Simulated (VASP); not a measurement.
These are PBE GGA, VASP's PBE PAW potentials (set 64) (plane waves; VASP) values and carry that method's errors.

The input files of a VASP run:

**INCAR**
```
! general
SYSTEM  = Tm
PREC    = Accurate
ENCUT   = 520   ! plane-wave cut-off (eV)
LREAL   = .False.   ! projection in real space or not
LASPH   = .True.   ! aspherical one-centre terms

! electronic loop
EDIFF   = 1E-7
NELM    = 100   ! most electronic steps
ALGO    = Normal   ! blocked Davidson
LMAXMIX = 6   ! l cut-off of mixed one-centre charges

! smearing
ISMEAR  = -5   ! tetrahedra, Bloechl

! functional
GGA     = PE

! ions
ISIF    = 2   ! forces and stress, cell fixed

! output
LWAVE   = .False.
LCHARG  = .True.
LORBIT  = 11   ! lm-projected
NEDOS   = 601   ! DOS grid
```

**KPOINTS**
```
Automatic
0
Gamma
13 13 8
0 0 0
```

POSCAR:
```
Tm
1
    1.7795150674    -3.0822105813    -0.0000000000
    1.7795150674     3.0822105813    -0.0000000000
   -0.0000000000    -0.0000000000     5.5226479771
Tm
2
Direct
  0.3333330000   0.6666670000   0.2500000000
  0.6666670000   0.3333330000   0.7500000000
```

POTCAR, in this order: Tm_3 (PBE.64 set). Program: vasp_std.

What VASP printed:

### OSZICAR
```
       N       E                     dE             d eps       ncg     rms          rms(c)
DAV:   1     0.650965507489E+02    0.65097E+02   -0.84561E+03  2738   0.130E+03
DAV:   2    -0.444385669337E+01   -0.69540E+02   -0.68552E+02  2791   0.400E+02
DAV:   3    -0.882517791442E+01   -0.43813E+01   -0.41148E+01  4477   0.617E+01
DAV:   4    -0.894337328434E+01   -0.11820E+00   -0.11589E+00  4326   0.851E+00
DAV:   5    -0.894545058937E+01   -0.20773E-02   -0.20673E-02  3870   0.940E-01    0.237E+01
DAV:   6    -0.894042577234E+01    0.50248E-02   -0.33095E-02  4277   0.218E+00    0.141E+01
DAV:   7    -0.895344829040E+01   -0.13023E-01   -0.58438E-02  4109   0.283E+00    0.374E-01
DAV:   8    -0.895317910697E+01    0.26918E-03   -0.33859E-03  3550   0.528E-01    0.858E-02
DAV:   9    -0.895319134766E+01   -0.12241E-04   -0.25840E-04  4424   0.170E-01    0.308E-02
DAV:  10    -0.895318535805E+01    0.59896E-05   -0.28961E-05  3876   0.490E-02    0.394E-02
DAV:  11    -0.895318564039E+01   -0.28234E-06   -0.30271E-06  3516   0.170E-02    0.240E-03
DAV:  12    -0.895318592565E+01   -0.28526E-06   -0.25940E-07  2393   0.566E-03    0.988E-04
DAV:  13    -0.895318593511E+01   -0.94619E-08   -0.41654E-08  1845   0.358E-03
   1 F= -.89531859E+01 E0= -.89531859E+01  d E =0.000000E+00
```

File OUTCAR:
```
------------------------ aborting loop because EDIFF is reached ----------------------------------------
  FORCE on cell =-STRESS in cart. coord.  units (eV):
  Direction    XX          YY          ZZ          XY          YZ          ZX
  --------------------------------------------------------------------------------------
  Total        0.0487830      0.0487830      0.0307634      0.0000000     -0.0000000      0.0000000
  in kB        1.2901432      1.2901432      0.8135872      0.0000000     -0.0000000      0.0000000
  external PRESSURE =       1.1312912 kB  Pullay stress =       0.0000000 kB
  volume of cell :       60.58
      direct lattice vectors                 reciprocal lattice vectors
     1.779515067 -3.082210581  0.000000000     0.280975424 -0.162221233  0.000000000
     1.779515067  3.082210581  0.000000000     0.280975424  0.162221233  0.000000000
     0.000000000  0.000000000  5.522647977     0.000000000  0.000000000  0.181072559
 POSITION                                       TOTAL-FORCE (eV/Angst)
 -----------------------------------------------------------------------------------
      1.77952      1.02741      1.38066         0.000000      0.000000      0.000000
      1.77952     -1.02741      4.14199        -0.000000     -0.000000      0.000000
 -----------------------------------------------------------------------------------
    total drift:                                0.000001      0.000071     -0.000012
  FREE ENERGIE OF THE ION-ELECTRON SYSTEM (eV)
  ---------------------------------------------------
  free  energy   TOTEN  =        -8.9531859351 eV

  energy  without entropy=       -8.9531859351  energy(sigma->0) =       -8.95318594

 total charge

# of ion       s       p       d       tot
------------------------------------------
    1        0.544   6.573   1.051   8.169
    2        0.544   6.573   1.051   8.169
--------------------------------------------------
tot          1.088  13.146   2.103  16.337
```
(Selected blocks of OUTCAR.)

The 4f electrons are frozen in the core of the lanthanide potential, so 4f levels, which can set the real gap, and their magnetism are missing. For a metal the tetrahedron method with Blöchl corrections gives inexact stress and forces.

The compound is Tm in the hcp structure. It was relaxed first.
